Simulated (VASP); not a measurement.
# SiNi3: the relaxed cell at several levels of theory, part 2 of 3

How much does the relaxed cell of SiNi3 depend on the functional? The starting structure is a cell with measured lattice constants from the literature and the atomic positions of a computed structure of the Materials Project. The first relaxation on each setting starts from this cell expanded by 3 % in volume.

VASP 6.6.1.

Results so far: PBEsol 10.36 Å³ an atom; LDA 10.08 Å³ an atom.

## (4) Relaxation with PBE

Level of this step: PBE, spin-polarised from a ferromagnetic start; plane waves and PAW (Ni, Si) (VASP).

PBE, the usual starting point, adds the gradient of the density. This run starts from the cell of an earlier relaxation, which isn't shown; the restart sets up the plane waves anew.

The input, INCAR:

```
SYSTEM = SiNi3
PREC = Accurate
ENCUT = 450
EDIFF = 1E-06
NELM = 100
ISMEAR = 1
SIGMA = 0.15
LREAL = .FALSE.
ALGO = Normal
GGA = PE
NBANDS = 27
ISPIN = 2
MAGMOM = 1 1 1 0
LASPH = .TRUE.
LMAXMIX = 4
LORBIT = 11
LWAVE = .FALSE.
LCHARG = .FALSE.
KPAR = 8
IBRION = 2
NSW = 50
ISIF = 3
EDIFFG = -0.006
```

The input, POSCAR:

```
SiNi3
1.0
    3.5057043926      0.0000000000      0.0000000000
    0.0000000000      3.5057043926      0.0000000000
    0.0000000000      0.0000000000      3.5057043926
Ni Si
3 1
Direct
    0.5000000000      0.0000000000      0.5000000000
    0.5000000000      0.5000000000      0.0000000000
    0.0000000000      0.5000000000      0.5000000000
    0.0000000000      0.0000000000      0.0000000000
```

The input, KPOINTS:

```
Automatic mesh
0
Gamma
10 10 10
0 0 0
```

PAW data sets: Ni and Si (PBE family, release 64).

Started as:

```bash
mpirun -np 8 vasp_std
```

What it wrote:

```text
[banner, memory and clock lines left out]
running    8 mpi-ranks, on    1 nodes
[...]
[... a notice as in an earlier step ...]

 LDA part: xc-table for (Slater+PW92), standard interpolation
 POSCAR, INCAR and KPOINTS ok, starting setup
[...]
entering main loop
       N       E                     dE             d eps       ncg     rms          rms(c)
DAV:   1     0.192296303538E+03    0.19230E+03   -0.13458E+04  6112   0.149E+03
DAV:   2    -0.156995052953E+02   -0.20800E+03   -0.19425E+03  6060   0.298E+02
DAV:   3    -0.269631554975E+02   -0.11264E+02   -0.10685E+02  6674   0.876E+01
DAV:   4    -0.271606521338E+02   -0.19750E+00   -0.19705E+00  6876   0.110E+01
[...]
DAV:  13    -0.236805917503E+02   -0.77612E-05   -0.20464E-05  7889   0.644E-02    0.257E-02
DAV:  14    -0.236805887301E+02    0.30202E-05   -0.64545E-06  7778   0.361E-02    0.725E-03
DAV:  15    -0.236805879056E+02    0.82448E-06   -0.13403E-06  4316   0.131E-02
   1 F= -.23680588E+02 E0= -.23681122E+02  d E =-.236806E+02  mag=    -0.0007
[...]
DAV:   2    -0.236810642750E+02    0.60098E-05   -0.33504E-03  7194   0.106E+00    0.160E-01
DAV:   3    -0.236805986830E+02    0.46559E-03   -0.96320E-04  7229   0.579E-01    0.301E-02
DAV:   4    -0.236805863622E+02    0.12321E-04   -0.18600E-05  6851   0.365E-02    0.605E-03
DAV:   5    -0.236805858289E+02    0.53338E-06   -0.64837E-07  4582   0.937E-03
   2 F= -.23680586E+02 E0= -.23681118E+02  d E =0.207674E-05  mag=    -0.0000
 trial-energy change:    0.000002  1 .order    0.000006   -0.000022    0.000033
 step:   0.3973(harm=  0.3973)  dis= 0.00000  next Energy=   -23.680592 (dE=-0.431E-05)
[...]
N       E                     dE             d eps       ncg     rms          rms(c)
DAV:   1    -0.236807724285E+02   -0.18607E-03   -0.13805E-03  6411   0.558E-01    0.117E-01
DAV:   2    -0.236807664218E+02    0.60067E-05   -0.12239E-03  7188   0.642E-01    0.967E-02
DAV:   3    -0.236805977213E+02    0.16870E-03   -0.35180E-04  7232   0.350E-01    0.182E-02
DAV:   4    -0.236805920137E+02    0.57075E-05   -0.67597E-06  6780   0.220E-02    0.361E-03
DAV:   5    -0.236805919315E+02    0.82221E-07   -0.21843E-07  3361   0.566E-03
   3 F= -.23680592E+02 E0= -.23681125E+02  d E =-.402591E-05  mag=    -0.0000
[...]
reached required accuracy - stopping structural energy minimisation
```

Run time: 13 s. Hardware: 8 MPI ranks of Intel Xeon 6975P-C (Granite Rapids), shared host; peak memory 1.6 GiB; 1.7 min of CPU time.

From OUTCAR (step 4):

```text
  Total       -0.0024852     -0.0024852     -0.0024852     -0.0000000      0.0000000     -0.0000000
  in kB       -0.0924485     -0.0924485     -0.0924485     -0.0000000      0.0000000     -0.0000000
  external PRESSURE =      -0.0924485 kB  Pullay stress =       0.0000000 kB

 POSITION                                       TOTAL-FORCE (eV/Angst)
 -----------------------------------------------------------------------------------
      1.75265     -0.00000      1.75265        -0.000000     -0.000000      0.000000
      1.75265      1.75265      0.00000        -0.000000      0.000000      0.000000
     -0.00000      1.75265      1.75265         0.000000     -0.000000      0.000000
      0.00000      0.00000      0.00000        -0.000000      0.000000      0.000000
 -----------------------------------------------------------------------------------
    total drift:                                0.000000     -0.000000     -0.000000

  FREE ENERGIE OF THE ION-ELECTRON SYSTEM (eV)
  ---------------------------------------------------
  free  energy   TOTEN  =       -23.6805919315 eV

  energy  without entropy=      -23.6821925816  energy(sigma->0) =      -23.68112548

 magnetization (x)
# of ion       s       p       d       tot
------------------------------------------
    1        0.000   0.000  -0.000  -0.000
    2        0.000   0.000  -0.000  -0.000
    3        0.000   0.000  -0.000  -0.000
    4        0.000   0.000   0.000   0.000
--------------------------------------------------
tot          0.000   0.000  -0.000  -0.000

[... 2 parts as in an earlier step ...]

[... 2 further parts left out ...]
[key lines of the parts left out:]
E-fermi :  10.6494
```

With PBE the relaxed cell holds 10.767 Å³ an atom, -0.38 % against the measured cell, with a = 3.505 Å. That is +3.90 % from PBEsol.

## (5) Relaxation with PBEsol + D3(BJ)

D3 with Becke-Johnson damping keeps a finite attraction at short range. This run starts from the cell of an earlier relaxation, which isn't shown; the restart sets up the plane waves anew.

INCAR, as its differences from that of step 4:

```diff
@@ -9,3 +9,4 @@
 ALGO = Normal
-GGA = PE
+GGA = PS
+IVDW = 12
 NBANDS = 27
```

The input, POSCAR:

```
SiNi3
1.0
    3.4272692241      0.0000000000      0.0000000000
    0.0000000000      3.4272692241      0.0000000000
    0.0000000000      0.0000000000      3.4272692241
Ni Si
3 1
Direct
    0.5000000000      0.0000000000      0.5000000000
    0.5000000000      0.5000000000      0.0000000000
    0.0000000000      0.5000000000      0.5000000000
    0.0000000000      0.0000000000      0.0000000000
```

KPOINTS is that of step 4.

Started as:

```bash
mpirun -np 8 vasp_std
```

What it wrote:

```text
[banner, memory and clock lines left out]
running    8 mpi-ranks, on    1 nodes
[...]
[... a notice as in an earlier step ...]

 [... a notice as in an earlier step ...]

 LDA part: xc-table for (Slater+PW92), standard interpolation
 POSCAR, INCAR and KPOINTS ok, starting setup
[...]
entering main loop
       N       E                     dE             d eps       ncg     rms          rms(c)
DAV:   1     0.192202987686E+03    0.19220E+03   -0.13555E+04  6208   0.152E+03
DAV:   2    -0.186079557462E+02   -0.21081E+03   -0.19673E+03  6068   0.300E+02
DAV:   3    -0.301153428809E+02   -0.11507E+02   -0.11007E+02  6680   0.889E+01
DAV:   4    -0.303142594281E+02   -0.19892E+00   -0.19850E+00  6865   0.113E+01
[...]
DAV:  13    -0.262646933699E+02    0.10313E-05   -0.10110E-05  6990   0.376E-02    0.150E-02
DAV:  14    -0.262646912624E+02    0.21074E-05   -0.15816E-06  5793   0.122E-02    0.812E-03
DAV:  15    -0.262646910423E+02    0.22013E-06   -0.60895E-07  3363   0.960E-03
   1 F= -.28152780E+02 E0= -.28153197E+02  d E =-.281528E+02  mag=     0.0003
[...]
reached required accuracy - stopping structural energy minimisation
```

Run time: 6.2 s. Hardware: 8 MPI ranks; peak memory 1.6 GiB.

OUTCAR, selected parts (step 5):

```text
 Edisp (eV)   -1.88809

  Total      -0.01333    -0.01333    -0.01333    -0.00000    -0.00000     0.00000
  in kB      -0.53050    -0.53050    -0.53050    -0.00000    -0.00000     0.00000
  external pressure =       -0.53 kB  Pullay stress =        0.00 kB

 POSITION                                       TOTAL-FORCE (eV/Angst)
 -----------------------------------------------------------------------------------
      1.71363      0.00000      1.71363         0.000000      0.000000      0.000000
      1.71363      1.71363      0.00000         0.000000      0.000000      0.000000
      0.00000      1.71363      1.71363         0.000000      0.000000      0.000000
      0.00000      0.00000      0.00000         0.000000      0.000000      0.000000
 -----------------------------------------------------------------------------------
    total drift:                                0.000000     -0.000000     -0.000000

  FREE ENERGIE OF THE ION-ELECTRON SYSTEM (eV)
  ---------------------------------------------------
  free  energy   TOTEN  =       -28.1527804083 eV

  energy  without entropy=      -28.1540291954  energy(sigma->0) =      -28.15319667

[... 3 parts as in an earlier step ...]

[... 2 further parts left out ...]
[key lines of the parts left out:]
E-fermi :  11.5424
```

With PBEsol + D3(BJ) the relaxed cell holds 10.064 Å³ an atom, -6.89 % against the measured cell, with a = 3.427 Å. That is -2.88 % from PBEsol.

## (6) Relaxation with r2SCAN

r2SCAN adds the kinetic-energy density, costs more than a GGA and is run with LASPH. This run starts from the cell of an earlier relaxation, which isn't shown; the restart sets up the plane waves anew.

INCAR, as its differences from that of step 5:

```diff
@@ -9,4 +9,4 @@
 ALGO = Normal
-GGA = PS
-IVDW = 12
+METAGGA = R2SCAN
+LASPH = .TRUE.
 NBANDS = 27
@@ -14,3 +14,2 @@
 MAGMOM = 1 1 1 0
-LASPH = .TRUE.
 LMAXMIX = 4
```

The input, POSCAR:

```
SiNi3
1.0
    3.4652880164      0.0000000000      0.0000000000
    0.0000000000      3.4652880164      0.0000000000
    0.0000000000      0.0000000000      3.4652880164
Ni Si
3 1
Direct
    0.5000000000      0.0000000000      0.5000000000
    0.5000000000      0.5000000000      0.0000000000
    0.0000000000      0.5000000000      0.5000000000
    0.0000000000      0.0000000000      0.0000000000
```

KPOINTS is that of step 5.

Started as:

```bash
mpirun -np 8 vasp_std
```

What it wrote:

```text
[banner, memory and clock lines left out]
running    8 mpi-ranks, on    1 nodes
[...]
[... a notice as in an earlier step ...]

 [... a notice as in an earlier step ...]

 LDA part: xc-table for (None), standard interpolation
 POSCAR, INCAR and KPOINTS ok, starting setup
[...]
entering main loop
       N       E                     dE             d eps       ncg     rms          rms(c)
DAV:   1     0.173681320165E+03    0.17368E+03   -0.14090E+04  6144   0.156E+03
DAV:   2    -0.412766939811E+02   -0.21496E+03   -0.20086E+03  6057   0.309E+02
DAV:   3    -0.535181863835E+02   -0.12241E+02   -0.11681E+02  6681   0.937E+01
DAV:   4    -0.537202659683E+02   -0.20208E+00   -0.20170E+00  6769   0.115E+01
[...]
DAV:  12    -0.463726872058E+02   -0.31656E-04   -0.10096E-04  7222   0.996E-02    0.543E-02
DAV:  13    -0.463726995412E+02   -0.12335E-04   -0.18990E-05  6519   0.456E-02    0.205E-02
DAV:  14    -0.463726985875E+02    0.95366E-06   -0.49683E-06  7514   0.452E-02
   1 F= -.46372699E+02 E0= -.46373098E+02  d E =-.463727E+02  mag=     0.0172
[...]
reached required accuracy - stopping structural energy minimisation
```

Wall time 14 s (8 MPI ranks); peak memory 1.6 GiB; 1.7 min of CPU time.

Parts of OUTCAR (step 6):

```text
  Total       -0.0037429     -0.0037429     -0.0037429      0.0000000      0.0000000      0.0000000
  in kB       -0.1441117     -0.1441117     -0.1441117      0.0000000      0.0000000      0.0000000
  external PRESSURE =      -0.1441117 kB  Pullay stress =       0.0000000 kB

 POSITION                                       TOTAL-FORCE (eV/Angst)
 -----------------------------------------------------------------------------------
      1.73264      0.00000      1.73264         0.000000      0.000000      0.000000
      1.73264      1.73264      0.00000         0.000000      0.000000      0.000000
      0.00000      1.73264      1.73264         0.000000      0.000000      0.000000
      0.00000      0.00000      0.00000         0.000000      0.000000      0.000000
 -----------------------------------------------------------------------------------
    total drift:                                0.000000     -0.000000     -0.000000

  FREE ENERGIE OF THE ION-ELECTRON SYSTEM (eV)
  ---------------------------------------------------
  free  energy   TOTEN  =       -46.3726985875 eV

  energy  without entropy=      -46.3738976667  energy(sigma->0) =      -46.37309828

 magnetization (x)
# of ion       s       p       d       tot
------------------------------------------
    1       -0.000  -0.001   0.007   0.006
    2       -0.000  -0.001   0.007   0.006
    3       -0.000  -0.001   0.007   0.006
    4       -0.000  -0.000   0.000  -0.000
--------------------------------------------------
tot         -0.001  -0.002   0.021   0.018

[... 2 parts as in an earlier step ...]

[... 2 further parts left out ...]
[key lines of the parts left out:]
E-fermi :  11.0030
```

With r2SCAN the relaxed cell holds 10.403 Å³ an atom, -3.76 % against the measured cell, with a = 3.465 Å. That is +0.39 % from PBEsol.

## (7) Relaxation with r2SCAN + rVV10

rVV10 adds a nonlocal correlation energy for dispersion. This run starts from the cell of an earlier relaxation, which isn't shown; the restart sets up the plane waves anew.

INCAR, as its differences from that of step 6:

```diff
@@ -10,2 +10,6 @@
 METAGGA = R2SCAN
+LUSE_VDW = .TRUE.
+IVDW_NL = 2
+BPARAM = 11.95
+CPARAM = 0.0093
 LASPH = .TRUE.
```

The input, POSCAR:

```
SiNi3
1.0
    3.4578861174      0.0000000000      0.0000000000
    0.0000000000      3.4578861174      0.0000000000
    0.0000000000      0.0000000000      3.4578861174
Ni Si
3 1
Direct
    0.5000000000      0.0000000000      0.5000000000
    0.5000000000      0.5000000000      0.0000000000
    0.0000000000      0.5000000000      0.5000000000
    0.0000000000      0.0000000000      0.0000000000
```

KPOINTS is that of step 6.

Started as:

```bash
mpirun -np 8 vasp_std
```

What it wrote:

```text
[banner, memory and clock lines left out]
running    8 mpi-ranks, on    1 nodes
[...]
[... a notice as in an earlier step ...]

|                                                                             |
|               ----> ADVICE to this user running VASP <----                  |
|                                                                             |
|     You have switched on vdW-DFT.                                           |
|     This routine was written and supplied by Jiri Klimes. We recommend      |
|     that you carefully read and cite the following publications:            |
|       J. Klimes, D.R. Bowler, A. Michelides                                 |
|          J. Phys.: Cond Matt. 22 022201 (2010)                              |
|       J. Klimes, D.R. Bowler, A. Michelides                                 |
|          Phys. Rev. B. 83, 195131 (2011)                                    |
|     and references therein.                                                 |
[...]
Total rVV10 correction in eV:      0.7374005    39.0204191
Total rVV10 correction in eV:      0.7374005    39.0204191
Total rVV10 correction in eV:      0.7374005    39.0204191
DAV:  23    -0.456333401250E+02   -0.95239E-06   -0.18789E-06  4202   0.199E-02
Total rVV10 correction in eV:      0.7374010    39.0204191
Total rVV10 correction in eV:      0.7374010    39.0204191
Total rVV10 correction in eV:      0.7374010    39.0204191
Total rVV10 correction in eV:      0.7374010    39.0204191
Total rVV10 correction in eV:      0.7374010    39.0204191
Total rVV10 correction in eV:      0.7374010    39.0204191
Total rVV10 correction in eV:      0.7374010    39.0204191
Total rVV10 correction in eV:      0.7374010    39.0204191
Total rVV10 correction in eV:      0.7374006    39.0204191
Total rVV10 correction in eV:      0.7374006    39.0204191
Total rVV10 correction in eV:      0.7374006    39.0204191
Total rVV10 correction in eV:      0.7374006    39.0204191
Total rVV10 correction in eV:      0.7374006    39.0204191
Total rVV10 correction in eV:      0.7374006    39.0204191
Total rVV10 correction in eV:      0.7374006    39.0204191
Total rVV10 correction in eV:      0.7374006    39.0204191
   1 F= -.45633340E+02 E0= -.45633729E+02  d E =-.456333E+02  mag=     0.0030
[...]
reached required accuracy - stopping structural energy minimisation
```

It took 35 s on 8 MPI ranks; peak memory 2.2 GiB; 4.5 min of CPU time.

OUTCAR, selected parts (step 7):

```text
  Total       -0.0054846     -0.0054846     -0.0054846     -0.0000000     -0.0000000      0.0000000
  in kB       -0.2125334     -0.2125334     -0.2125334     -0.0000000     -0.0000000      0.0000000
  external PRESSURE =      -0.2125334 kB  Pullay stress =       0.0000000 kB

 POSITION                                       TOTAL-FORCE (eV/Angst)
 -----------------------------------------------------------------------------------
      1.72894      0.00000      1.72894         0.000000      0.000000      0.000000
      1.72894      1.72894      0.00000         0.000000      0.000000      0.000000
      0.00000      1.72894      1.72894         0.000000      0.000000      0.000000
      0.00000      0.00000      0.00000         0.000000      0.000000      0.000000
 -----------------------------------------------------------------------------------
    total drift:                                0.000000     -0.000000     -0.000000

  FREE ENERGIE OF THE ION-ELECTRON SYSTEM (eV)
  ---------------------------------------------------
  free  energy   TOTEN  =       -45.6333401250 eV

  energy  without entropy=      -45.6345070011  energy(sigma->0) =      -45.63372908

 magnetization (x)
# of ion       s       p       d       tot
------------------------------------------
    1       -0.000  -0.000   0.002   0.001
    2       -0.000  -0.000   0.002   0.001
    3       -0.000  -0.000   0.002   0.001
    4       -0.000  -0.000   0.000  -0.000
--------------------------------------------------
tot         -0.000  -0.000   0.005   0.004

[... 2 parts as in an earlier step ...]

[... 2 further parts left out ...]
[key lines of the parts left out:]
E-fermi :  11.0927
```

With r2SCAN + rVV10 the relaxed cell holds 10.336 Å³ an atom, -4.37 % against the measured cell, with a = 3.458 Å. That is -0.26 % from PBEsol.

## (8) Relaxation with vdW-DF-cx

vdW-DF-cx takes its exchange from the same plasmon model as its correlation. This run starts from the cell of an earlier relaxation, which isn't shown; the restart sets up the plane waves anew.

INCAR, as its differences from that of step 7:

```diff
@@ -9,7 +9,5 @@
 ALGO = Normal
-METAGGA = R2SCAN
+GGA = CX
+AGGAC = 0
 LUSE_VDW = .TRUE.
-IVDW_NL = 2
-BPARAM = 11.95
-CPARAM = 0.0093
 LASPH = .TRUE.
```

The input, POSCAR:

```
SiNi3
1.0
    3.4721551466      0.0000000000      0.0000000000
    0.0000000000      3.4721551466      0.0000000000
    0.0000000000      0.0000000000      3.4721551466
Ni Si
3 1
Direct
    0.5000000000      0.0000000000      0.5000000000
    0.5000000000      0.5000000000      0.0000000000
    0.0000000000      0.5000000000      0.5000000000
    0.0000000000      0.0000000000      0.0000000000
```

KPOINTS is that of step 7.

Started as:

```bash
mpirun -np 8 vasp_std
```

What it wrote:

```text
[banner, memory and clock lines left out]
running    8 mpi-ranks, on    1 nodes
[...]
[... a notice as in an earlier step ...]

 [... a notice as in an earlier step ...]

 [... a notice as in an earlier step ...]

 LDA part: xc-table for (Slater+PW92), standard interpolation
 POSCAR, INCAR and KPOINTS ok, starting setup
[...]
entering main loop
       N       E                     dE             d eps       ncg     rms          rms(c)
DAV:   1     0.202399926174E+03    0.20240E+03   -0.13460E+04  6152   0.149E+03
DAV:   2    -0.722499212826E+01   -0.20962E+03   -0.19592E+03  6057   0.299E+02
DAV:   3    -0.187961625216E+02   -0.11571E+02   -0.11048E+02  6680   0.889E+01
DAV:   4    -0.189981091424E+02   -0.20195E+00   -0.20153E+00  6853   0.112E+01
[...]
DAV:  13    -0.154802118495E+02    0.22197E-05   -0.11551E-05  7086   0.406E-02    0.141E-02
DAV:  14    -0.154802095647E+02    0.22847E-05   -0.15401E-06  5873   0.124E-02    0.804E-03
DAV:  15    -0.154802093904E+02    0.17434E-06   -0.60948E-07  3285   0.970E-03
   1 F= -.15480209E+02 E0= -.15480682E+02  d E =-.154802E+02  mag=     0.0003
[...]
reached required accuracy - stopping structural energy minimisation
```

It took 15 s on 8 MPI ranks; peak memory 2.6 GiB.

(Part 2 of 3 ends here.)

[Lines on the potential files, build, host, timing and source positions are cut from VASP's logs without a mark.]

[Logs are printed without paths, hosts, clocks, repeated set-up lines and the standing remarks that a program may print on its own settings, such as how far it seeks lower states.]

[Hosts, paths, dates, database ids (printed as entryN), source tags and the programs' standing remarks are cut or masked in the printed files.]
